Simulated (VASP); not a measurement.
Consider the following.

```
CELL_PARAMETERS angstrom
      3.99000     0.00000     0.00000
      0.00000     3.99000     0.00000
      0.00000     0.00000     3.99000
ATOMIC_POSITIONS crystal
  K  0.00000 0.00000 0.00000
  Mg 0.50000 0.50000 0.50000
  F  0.50000 0.00000 0.50000
  F  0.00000 0.50000 0.50000
  F  0.50000 0.50000 0.00000
```

Computed with PBE GGA, VASP's PBE PAW potentials (set 64) (plane waves; VASP). Settings: 400 eV cut-off, 4×4×4 Γ-centred mesh, Fermi-Dirac smearing of 0.050 eV, potentials K_sv Mg F.

At this cut-off the stress carries a Pulay error, which pulls relaxed volumes low. Energy and stress use the plane-wave basis of the starting cell.

Task: The ions, cell shape and volume are relaxed. Give the cell that the relaxation ends in.

Result: 
```
CELL_PARAMETERS angstrom
      3.93923     0.00000     0.00000
      0.00000     3.93923     0.00000
      0.00000     0.00000     3.93923
ATOMIC_POSITIONS crystal
  K  0.00000 0.00000 0.00000
  Mg 0.50000 0.50000 0.50000
  F  0.50000 0.00000 0.50000
  F  0.00000 0.50000 0.50000
  F  0.50000 0.50000 0.00000
```
Space group Pm-3m (221), at a tolerance of 0.03 Å.

Task: How do energy and volume change from the first to the last step?

Result: The energy (σ→0) changes by -7.7 meV/atom and the volume by -3.8 %, in 3 ionic steps.

The structure is a typed KMgF3 crystal (Pm-3m). This run relaxes it. Symmetry was kept, so distortions that lower it aren't found. The run is one of a series of settings (EDIFFG = -0.01, IBRION = 2, ISIF = 3, NSW = 50 against the base run), some of them coarse on purpose.
